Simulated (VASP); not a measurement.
# Sn2GeO2 (I4/mmm) in VASP: density of states with PBE

Aim: the density of states of Sn2GeO2 with PBE.

Program: VASP 6.6.1. These are calculated values, not measurements. Logs are shortened: lines on timing, memory, paths and dates and some standing lists are left out, and cuts for length are marked.

## 1. The structure

The structure is tetragonal, space group I4/mmm (No. 139). The conventional cell has a = 3.694 Å, b = 3.694 Å, c = 12.866 Å, α = 90.00°, β = 90.00°, γ = 90.00°. Around Sn (site symmetry 4mm) lie 4 O at 2.22 Å. Around Ge (site symmetry 4/mmm) lie 8 Sn at 3.28 Å and 4 Ge at 3.69 Å and 8 O at 3.71 Å. Around O (site symmetry -4m2) lie 4 Sn at 2.22 Å.

The cell was built by a generator and needn't be a form met in nature.

## 2. Density of states, PBE

File POSCAR:

```
Sn2GeO2                                 
1.0
   -1.8468377374      1.8468377374      6.4331174694
    1.8468377374     -1.8468377374      6.4331174694
    1.8468377374      1.8468377374     -6.4331174694
  Sn              Ge              O             
     2     1     2
Direct
     0.6539136218018163    0.6539136218018163    1.0000000000000000
     0.3460863781981837    0.3460863781981837    0.0000000000000000
     0.0000000000000000    0.0000000000000000    1.0000000000000000
     0.2500000000000000    0.7500000000000000    0.5000000000000000
     0.7500000000000000    0.2500000000000000    0.5000000000000000
```

File INCAR.step1:

```
  PREC = Accurate
  ENCUT = 520
  EDIFF = 1E-7
  ISMEAR = 0
  SIGMA = 0.1
  LREAL = F
  LASPH = T
  NELM = 100
  ALGO = Fast
  ISIF = 2
  LWAVE = F
  LCHARG = T
  GGA = PE
  KPAR = 8
```

File KPOINTS.step1:

```
regular mesh
0
Gamma
  12 12 12
```

File INCAR.step2:

```
  PREC = Accurate
  ENCUT = 520
  EDIFF = 1E-7
  ISMEAR = -5
  SIGMA = 0.1
  LREAL = F
  LASPH = T
  NELM = 100
  ALGO = Fast
  ISIF = 2
  LWAVE = F
  LCHARG = F
  GGA = PE
  LORBIT = 10
  KPAR = 8
  NEDOS = 1001
  ICHARG = 11
```

File KPOINTS.step2:

```
regular mesh
0
Gamma
  18 18 18
```

Potentials or basis: VASP PAW PBE potentials, release 64 (Sn_d, Ge_d, O).

Launch:

```
> cat potpaw_PBE.64/Sn_d/POTCAR potpaw_PBE.64/Ge_d/POTCAR potpaw_PBE.64/O/POTCAR > POTCAR
> cp INCAR.step1 INCAR
> cp KPOINTS.step1 KPOINTS
> mpirun -np 8 vasp_std > vasp.out
> cp INCAR.step2 INCAR
> cp KPOINTS.step2 KPOINTS
> mpirun -np 8 vasp_std > vasp.out
```

OUTCAR:

```text
PREC = Accurate
   ENCUT = 520
   EDIFF = 1E-7
   ISMEAR = -5
   LREAL = F
   LASPH = T
   NELM = 100
   ISIF = 2
   GGA = PE
   LORBIT = 10
   ICHARG = 11

 ion  position               nearest neighbor table
   1  0.654  0.654  0.000-   4 2.22   5 2.22   4 2.22   5 2.22   3 3.28   3 3.28   3 3.28   3 3.28
                             2 3.60   2 3.60   2 3.60   2 3.60
   2  0.346  0.346  0.000-   4 2.22   5 2.22   4 2.22   5 2.22   3 3.28   3 3.28   3 3.28   3 3.28
                             1 3.60   1 3.60   1 3.60   1 3.60
   3  0.000  0.000  0.000-   1 3.28   1 3.28   1 3.28   2 3.28   1 3.28   2 3.28   2 3.28   2 3.28

   4  0.250  0.750  0.500-   2 2.22   1 2.22   2 2.22   1 2.22
   5  0.750  0.250  0.500-   2 2.22   1 2.22   2 2.22   1 2.22

  LATTYP: Found a body centered tetragonal cell.
 ALAT       =     3.6936754748
 C/A-ratio  =     3.4833149329

  Lattice vectors:

 A1 = (  -1.8468377374,   1.8468377374,   6.4331174694)
 A2 = (   1.8468377374,  -1.8468377374,   6.4331174694)
 A3 = (   1.8468377374,   1.8468377374,  -6.4331174694)

Analysis of symmetry for initial positions (statically):
=====================================================================
 Subroutine PRICEL returns:
 Original cell was already a primitive cell.

 Routine SETGRP: Setting up the symmetry group for a
 body centered tetragonal supercell.

 Subroutine GETGRP returns: Found 16 space group operations
 (whereof 16 operations were pure point group operations)
 out of a pool of 16 trial point group operations.

The static configuration has the point symmetry D_4h.

Analysis of symmetry for dynamics (positions and initial velocities):
=====================================================================
 Subroutine PRICEL returns:
 Original cell was already a primitive cell.

 Routine SETGRP: Setting up the symmetry group for a
 body centered tetragonal supercell.

 Subroutine GETGRP returns: Found 16 space group operations
 (whereof 16 operations were pure point group operations)
 out of a pool of 16 trial point group operations.

The dynamic configuration has the point symmetry D_4h.

 Subroutine INISYM returns: Found 16 space group operations
 (whereof 16 operations are pure point group operations),
 and found     1 'primitive' translations

----------------------------------------------------------------------------------------

                                     Primitive cell

  volume of cell :      87.7686

  direct lattice vectors                    reciprocal lattice vectors
    -1.846837737  1.846837737  6.433117469     0.000000000  0.270733043  0.077722815
     1.846837737 -1.846837737  6.433117469     0.270733043  0.000000000  0.077722815
     1.846837737  1.846837737 -6.433117469     0.270733043  0.270733043  0.000000000

  length of vectors
     6.943098705  6.943098705  6.943098705     0.281668629  0.281668629  0.382874341

  position of ions in fractional coordinates (direct lattice)
     0.653913622  0.653913622  0.000000000
     0.346086378  0.346086378  0.000000000
     0.000000000  0.000000000  0.000000000
     0.250000000  0.750000000  0.500000000
     0.750000000  0.250000000  0.500000000

  ion indices of the primitive-cell ions
   primitive index   ion index
                 1           1
                 2           2
                 3           3
                 4           4
                 5           5

----------------------------------------------------------------------------------------

 KPOINTS: regular mesh

Automatic generation of k-mesh.
 Grid dimensions read from file:
 generate k-points for:   18   18   18

 Generating k-lattice:

  Cartesian coordinates                     Fractional coordinates (reciprocal lattice)
     0.000000000  0.015040725  0.004317934     0.055555556  0.000000000 -0.000000000
     0.015040725  0.000000000  0.004317934     0.000000000  0.055555556 -0.000000000
     0.015040725  0.015040725  0.000000000     0.000000000  0.000000000  0.055555556

  Length of vectors
     0.015648257  0.015648257  0.021270797

  Shift w.r.t. Gamma in fractional coordinates (k-lattice)
     0.000000000  0.000000000  0.000000000

 TETIRR: Found   7414 inequivalent tetrahedra from    34992

 Subroutine IBZKPT returns following result:
 ===========================================

 Found    480 irreducible k-points:

 Following reciprocal coordinates:
            Coordinates               Weight
  0.000000  0.000000  0.000000      1.000000
  0.055556 -0.000000  0.000000      8.000000
  0.111111 -0.000000  0.000000      8.000000
  0.166667  0.000000  0.000000      8.000000
  0.222222 -0.000000  0.000000      8.000000
  0.277778  0.000000 -0.000000      8.000000
[... 16 lines left out ...]
 -0.277778  0.055556  0.000000     16.000000
 -0.222222  0.055556  0.000000     16.000000
 [... further k-points ...]
   k-points           NKPTS =    480   k-points in BZ     NKDIM =    480   number of bands    NBANDS=     32
   number of dos      NEDOS =   1001   number of ions     NIONS =      5
   total plane-waves  NPLWV = 157464
   dimension x,y,z NGX =    54 NGY =   54 NGZ =   54
   dimension x,y,z NGXF=   108 NGYF=  108 NGZF=  108
   ions per type =               2   1   2
   NGX,Y,Z   is equivalent  to a cutoff of  12.93, 12.93, 12.93 a.u.
   NGXF,Y,Z  is equivalent  to a cutoff of  25.86, 25.86, 25.86 a.u.
 SYSTEM =  unknown system
   PREC   = accura    normal or accurate (medium, high low for compatibility)
   ISTART =      0    job   : 0-new  1-cont  2-samecut
   ICHARG =     11    charge: 1-file 2-atom 10-const
   ISPIN  =      1    spin polarized calculation?
   LNONCOLLINEAR =      F non collinear calculations
   LSORBIT =      F    spin-orbit coupling
   LASPH  =      T    aspherical Exc in radial PAW
   ENCUT  =  520.0 eV  38.22 Ry    6.18 a.u.  12.91 12.91 12.91*2*pi/ulx,y,z
   NELM   =    100;   NELMIN=  2; NELMDL=  0     # of ELM steps
   EDIFF  = 0.1E-06   stopping-criterion for ELM
   LREAL  =      F    real-space projection
   EDIFFG = 0.1E-05   stopping-criterion for IOM
   NSW    =      0    number of steps for IOM
   IBRION =     -1    ionic relax: 0-MD 1-quasi-New 2-CG
   NFREE  =      0    steps in history (QN), initial steepest desc. (CG)
   ISIF   =      2    stress and relaxation
   ISYM   =      2    0-nonsym 1-usesym 2-fastsym
   POTIM  = 0.5000    time-step for ionic-motion
   TEBEG  =    0.0;   TEEND  =   0.0 temperature during run
   PSTRESS=    0.0 pullay stress
   NELECT =      54.0000    total number of electrons
   NUPDOWN=      -1.0000    fix difference up-down
   EMIN   =  10.00;   EMAX   =-10.00  energy-range for DOS
   EFERMI =   0.00;   METHOD = LEGACY
   ISMEAR =    -5;   SIGMA  =   0.10  broadening in eV -4-tet -1-fermi 0-gaus
   EFERMI_NEDOS =   21; number of points for ismear=-14 and -15
   IALGO  =     68    algorithm
   IMIX   =      4    mixing-type and parameters
     AMIX     =   0.40;   BMIX     =  1.00
     AMIX_MAG =   1.60;   BMIX_MAG =  1.00
  volume/ion in A,a.u.               =      17.55       118.46
  Fermi-wavevector in a.u.,A,eV,Ry     =   1.392386  2.631229 26.378157  1.938740
  Thomas-Fermi vector in A             =   2.516134
   LORBIT       =     10    0 simple, 1 ext, 2 COOP (PROOUT), +10 PAW based schemes
   GGA     = PE    functional components
   LHFCALC =     F    Hartree Fock is set to
   AEXX    =    0.0000 exact exchange contribution
   IVDW    =     0    specifies the selected vdW correction
   LEPSILON=     F    determine dielectric tensor
   LRPA    =     F    only Hartree local field effects (RPA)
 non-spin polarized calculation
 RMM-DIIS sequential band-by-band and
 Fermi weights with tetrahedron method with Bloechl corrections
  energy-cutoff  :      520.00
  volume of cell :       87.77
 maximum number of plane-waves:      2388
 NGX is ok and might be reduce to    54

 number of electron      54.0000000 magnetization

 Free energy of the ion-electron system (eV)
  ---------------------------------------------------
  ext. energy  EPLUGINS =         0.00000000
  ---------------------------------------------------
  free energy    TOTEN  =       -25.81753871 eV

  energy without entropy =      -25.81753871  energy(sigma->0) =      -25.81753871

 E-fermi :   7.0829     XC(G=0): -10.6652

 val. band max:        7.1123474600   @ k =  -0.2778   0.4444   0.0556
 cond. band min:       7.0369233685   @ k =  -0.2778   0.3333   0.0556
 fundamental gap:     -0.0754240915
 Fermi energy:         7.0828574213

 k-point     1 :       0.0000    0.0000    0.0000
  band No.  band energies     occupation
      1     -17.6981      2.00000
      2     -17.6892      2.00000
      3     -17.6539      2.00000
      4     -17.6539      2.00000
      5     -17.6424      2.00000
      6     -14.8957      2.00000
[... 24 lines left out ...]
     31      12.9060      0.00000
     32      13.0884      0.00000

 k-point     2 :       0.0556   -0.0000    0.0000
  band No.  band energies     occupation
      1     -17.6978      2.00000
      2     -17.6893      2.00000
      3     -17.6540      2.00000
      4     -17.6539      2.00000
      5     -17.6423      2.00000
      6     -14.8947      2.00000
[... 24 lines left out ...]
     31      12.5216      0.00000
     32      13.0353      0.00000

 k-point     3 :       0.1111   -0.0000    0.0000
  band No.  band energies     occupation
      1     -17.6971      2.00000
      2     -17.6896      2.00000
      3     -17.6543      2.00000
      4     -17.6538      2.00000
      5     -17.6420      2.00000
      6     -14.8918      2.00000
[... 24 lines left out ...]
     31      11.8808      0.00000
     32      13.0293      0.00000

 k-point     4 :       0.1667    0.0000    0.0000
  band No.  band energies     occupation
      1     -17.6959      2.00000
      2     -17.6901      2.00000
      3     -17.6548      2.00000
      4     -17.6538      2.00000
      5     -17.6415      2.00000
      6     -14.8874      2.00000
[... 24 lines left out ...]
     31      11.4658      0.00000
     32      12.8795      0.00000

 k-point     5 :       0.2222   -0.0000    0.0000
  band No.  band energies     occupation
      1     -17.6946      2.00000
      2     -17.6906      2.00000
      3     -17.6554      2.00000
      4     -17.6538      2.00000
      5     -17.6409      2.00000
      6     -14.8820      2.00000
[... 584 lines left out ...]
     31      12.3640      0.00000
     32      12.4417      0.00000

 k-point    22 :      -0.3333    0.0556   -0.0000
  band No.  band energies     occupation
      1     -17.6919      2.00000
      2     -17.6916      2.00000
      3     -17.6567      2.00000
      4     -17.6538      2.00000
      5     -17.6396      2.00000
      6     -14.8672      2.00000
[... 24 lines left out ...]
     31      12.0144      0.00000
     32      12.4647      0.00000

 k-point    23 :      -0.2778    0.0556    0.0000
  band No.  band energies     occupation
      1     -17.6929      2.00000
      2     -17.6913      2.00000
      3     -17.6561      2.00000
      4     -17.6538      2.00000
      5     -17.6402      2.00000
      6     -14.8752      2.00000
[... 24 lines left out ...]
     31      11.8319      0.00000
     32      12.1133      0.00000

 k-point    24 :      -0.2222    0.0556    0.0000
  band No.  band energies     occupation
      1     -17.6943      2.00000
      2     -17.6908      2.00000
      3     -17.6554      2.00000
      4     -17.6539      2.00000
      5     -17.6409      2.00000
      6     -14.8815      2.00000
[... 24 lines left out ...]
     31      11.6472      0.00000
     32      12.1538      0.00000

 [... further k-points ...]

------------------------ aborting loop because EDIFF is reached ----------------------------------------

  FORCE on cell =-STRESS in cart. coord.  units (eV):
  Direction    XX          YY          ZZ          XY          YZ          ZX
  --------------------------------------------------------------------------------------
  -------------------------------------------------------------------------------------
  Total        0.0887901      0.0887901      0.2089651      0.0000000      0.0000000      0.0000000
  in kB        1.6208257      1.6208257      3.8145681      0.0000000      0.0000000      0.0000000
  external PRESSURE =       2.3520732 kB  Pullay stress =       0.0000000 kB

 VOLUME and BASIS-vectors are now :
 -----------------------------------------------------------------------------
  energy-cutoff  :      520.00
  volume of cell :       87.77
      direct lattice vectors                 reciprocal lattice vectors
    -1.846837737  1.846837737  6.433117469     0.000000000  0.270733043  0.077722815
     1.846837737 -1.846837737  6.433117469     0.270733043  0.000000000  0.077722815
     1.846837737  1.846837737 -6.433117469     0.270733043  0.270733043  0.000000000

 POSITION                                       TOTAL-FORCE (eV/Angst)
 -----------------------------------------------------------------------------------
      0.00000      0.00000      8.41341         0.000000      0.000000      0.040936
      0.00000      0.00000      4.45283         0.000000      0.000000     -0.040936
      0.00000      0.00000      0.00000        -0.000000     -0.000000     -0.000000
      1.84684     -0.00000      3.21656        -0.000000     -0.000000     -0.000000
     -0.00000      1.84684      3.21656        -0.000000     -0.000000     -0.000000
 -----------------------------------------------------------------------------------
    total drift:                                0.000000      0.000000     -0.000000

  FREE ENERGIE OF THE ION-ELECTRON SYSTEM (eV)
  ---------------------------------------------------
  free  energy   TOTEN  =       -25.8175387126 eV

  energy  without entropy=      -25.8175387126  energy(sigma->0) =      -25.81753871

 total charge

# of ion       s       p       d       tot
------------------------------------------
    1        1.156   0.843  10.098  12.097
    2        1.156   0.843  10.098  12.097
    3        1.280   0.824   9.980  12.085
    4        1.581   3.438   0.000   5.019
    5        1.581   3.438   0.000   5.019
--------------------------------------------------
tot          6.755   9.386  30.175  46.317
```

Wall time 13 min (8 MPI ranks of Intel Xeon 6975P-C (Granite Rapids), shared host); peak memory 1.3 GiB.

Results:

| Item | Value |
| --- | --- |
| Valence electrons inside the program's atomic spheres | Sn 12.10; Ge 12.09; O 5.02 |

Levels at points of the mesh, in eV from the Fermi level:
```csv
k point,band 23,band 24,band 25,band 26,band 27,band 28,band 29,band 30,band 31,band 32
"(0.00, 0.00, 0.00)",-2.80,-2.66,-2.66,-1.98,0.92,0.92,1.63,2.56,5.82,6.01
"(0.50, 0.00, 0.00)",-4.45,-4.44,-4.14,-1.70,-0.77,2.08,2.57,3.86,5.16,6.03
"(0.50, 0.50, 0.00)",-3.14,-2.54,-2.00,-2.00,-1.82,-1.55,0.36,1.28,3.57,4.93
"(0.50, 0.50, 0.50)",-3.36,-2.65,-2.65,-0.31,1.37,1.37,2.00,3.52,4.09,4.10
```

States per cell in windows of 1 eV (zero at the Fermi level; states under -8 eV left out):
| from (eV) | total | O4_p | O5_p | Ge3_p | Sn1_p | Sn2_p | Sn1_s |
| --- | --- | --- | --- | --- | --- | --- | --- |
| -8.0 | 2.07 | 0.20 | 0.20 | 0.01 | 0.03 | 0.03 | 0.24 |
| -7.0 | 1.16 | 0.19 | 0.19 | 0.01 | 0.05 | 0.05 | 0.10 |
| -6.0 | 3.04 | 0.64 | 0.64 | 0.03 | 0.19 | 0.19 | 0.06 |
| -5.0 | 1.98 | 0.49 | 0.49 | 0.03 | 0.10 | 0.10 | 0.03 |
| -4.0 | 2.93 | 0.63 | 0.63 | 0.11 | 0.15 | 0.15 | 0.07 |
| -3.0 | 2.62 | 0.74 | 0.74 | 0.07 | 0.09 | 0.09 | 0.05 |
| -2.0 | 1.88 | 0.24 | 0.24 | 0.18 | 0.10 | 0.10 | 0.13 |
| -1.0 | 1.53 | 0.09 | 0.09 | 0.36 | 0.05 | 0.05 | 0.05 |
| 0.0 | 1.73 | 0.08 | 0.08 | 0.43 | 0.06 | 0.06 | 0.09 |
| 1.0 | 1.79 | 0.09 | 0.09 | 0.44 | 0.05 | 0.05 | 0.15 |
| 2.0 | 0.89 | 0.04 | 0.04 | 0.20 | 0.05 | 0.05 | 0.04 |
| 3.0 | 1.63 | 0.07 | 0.07 | 0.07 | 0.23 | 0.23 | 0.02 |
| 4.0 | 2.34 | 0.13 | 0.13 | 0.09 | 0.35 | 0.35 | 0.06 |
| 5.0 | 1.64 | 0.10 | 0.10 | 0.10 | 0.25 | 0.25 | 0.04 |
| 6.0 | 0.01 | 0.00 | 0.00 | 0.00 | 0.00 | 0.00 | 0.00 |

Caveat: tetrahedron occupations give inexact forces and stress in metals.
